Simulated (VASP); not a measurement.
Wanted: the native input for a VASP 6.6.1 run.

```yaml
Task: density of states
Functional: PBE
Potentials_or_basis: VASP PAW PBE potentials, release 64 (Na_pv, La, Mn_pv, Mo_sv, O)
Cutoff: 520 eV
k_mesh: 6 × 6 × 6
Occupations: fermi-dirac, width 0.05 eV
Spin: collinear spin, ferromagnetic start
Starting_moments: "[0.0, 0.0, 4.0, 1.0, 0.0, 0.0, 0.0, 0.0, 0.0, 0.0] μB"
k_mesh_for_the_DOS: 9 × 9 × 9
Occupations_for_the_DOS: tetrahedron
Further_INCAR_settings: ALGO = Normal; EDIFF = 1e-06; NBANDS = 56
```

Crystal: NaLaMnMoO6.

```xyz
10
Lattice="4.9778 -2.8815 0.0205 4.9778 2.8815 0.0205 -3.0609 0.0000 4.5979" Properties=species:S:1:pos:R:3 pbc="T T T"
Na    8.3737    0.0000    2.3395
La    5.0845    0.0000    3.6552
Mn    1.8841    0.0000    0.9212
Mo    1.9122    0.0000    4.6056
O     1.1411    0.0000    2.8354
O     3.0790    1.4392    4.0538
O     3.6709    1.2699    0.7230
O     3.6709   -1.2699    0.7230
O     3.0790   -1.4392    4.0538
O     6.0252    0.0000    1.6038
```

The cell was built by a generator and needn't be a form met in nature.

The input as run:

POSCAR

```
NaLaMnMoO6
1.0
    4.9777500000     -2.8814600000      0.0205500000
    4.9777500000      2.8814600000      0.0205500000
   -3.0608600000      0.0000000000      4.5978500000
Na La Mn Mo O
1 1 1 1 6
Direct
    0.9948200000      0.9948200000      0.4999400000
    0.7530700000      0.7530700000      0.7882500000
    0.2501600000      0.2501600000      0.1981100000
    0.4986700000      0.4986700000      0.9972200000
    0.3033800000      0.3033800000      0.6139600000
    0.3290200000      0.8285000000      0.8764900000
    0.1955800000      0.6363000000      0.1535400000
    0.6363000000      0.1955800000      0.1535400000
    0.8285000000      0.3290200000      0.8764900000
    0.7105000000      0.7105000000      0.3424600000
```

INCAR.step1

```
PREC     = Accurate       # precision mode
ENCUT    = 520            # plane-wave cutoff, eV
EDIFF    = 1E-6           # SCF threshold, eV
ISMEAR   = -1             # smearing method
SIGMA    = 0.05           # smearing width, eV
LREAL    = F              # projectors in reciprocal space
LASPH    = T              # aspherical terms in the spheres
NELM     = 120            # most SCF steps
ALGO     = Normal         # electronic algorithm
ISIF     = 2              # what is computed and relaxed
LWAVE    = F              # write WAVECAR
LCHARG   = T              # write CHGCAR
ISPIN    = 2              # spin polarisation
MAGMOM   = 0 0 4 1 0 0 0 0 0 0 # initial moments
LMAXMIX  = 6              # l up to which the mixer works
GGA      = PE             # functional
NBANDS   = 56             # bands
KPAR     = 4
```

KPOINTS.step1

```
regular mesh
0
Gamma
  6 6 6
```

INCAR.step2

```
PREC     = Accurate       # precision mode
ENCUT    = 520            # plane-wave cutoff, eV
EDIFF    = 1E-6           # SCF threshold, eV
ISMEAR   = -5             # smearing method
SIGMA    = 0.05           # smearing width, eV
LREAL    = F              # projectors in reciprocal space
LASPH    = T              # aspherical terms in the spheres
NELM     = 120            # most SCF steps
ALGO     = Normal         # electronic algorithm
ISIF     = 2              # what is computed and relaxed
LWAVE    = F              # write WAVECAR
LCHARG   = F              # write CHGCAR
ISPIN    = 2              # spin polarisation
MAGMOM   = 0 0 4 1 0 0 0 0 0 0 # initial moments
LORBIT   = 10             # projections on sites
LMAXMIX  = 6              # l up to which the mixer works
GGA      = PE             # functional
NBANDS   = 56             # bands
KPAR     = 4            
NEDOS    = 2001           # points of the DOS
ICHARG   = 11             # starting density
```

KPOINTS.step2

```
regular mesh
0
Gamma
  9 9 9
```

Potentials or basis: VASP PAW PBE potentials, release 64 (Na_pv, La, Mn_pv, Mo_sv, O).

Run with:

```bash
$ cat potpaw_PBE.64/Na_pv/POTCAR potpaw_PBE.64/La/POTCAR potpaw_PBE.64/Mn_pv/POTCAR potpaw_PBE.64/Mo_sv/POTCAR potpaw_PBE.64/O/POTCAR > POTCAR
$ cp INCAR.step1 INCAR
$ cp KPOINTS.step1 KPOINTS
$ mpirun -np 4 vasp_std > vasp.out
$ cp INCAR.step2 INCAR
$ cp KPOINTS.step2 KPOINTS
$ mpirun -np 4 vasp_std > vasp.out
```

Results of the run:

```
Net moment                                            : 5.00 μB per cell
Site moments                                          : Na +0.00; La +0.01; Mn +4.35; Mo +0.16; O +0.02, +0.04 μB
Valence electrons inside the program's atomic spheres : Na 6.07; La 8.58; Mn 11.28; Mo 12.32; O 4.99, 5.02, 5.03, 5.04
```

Caveat: a cell with one magnetic atom can't hold antiferromagnetic order, which such compounds often take.

It took 15 min on 4 MPI ranks on Intel(R) Xeon(R) Platinum 8488C (Sapphire Rapids) (shared host), peak memory 2.1 GiB a rank.
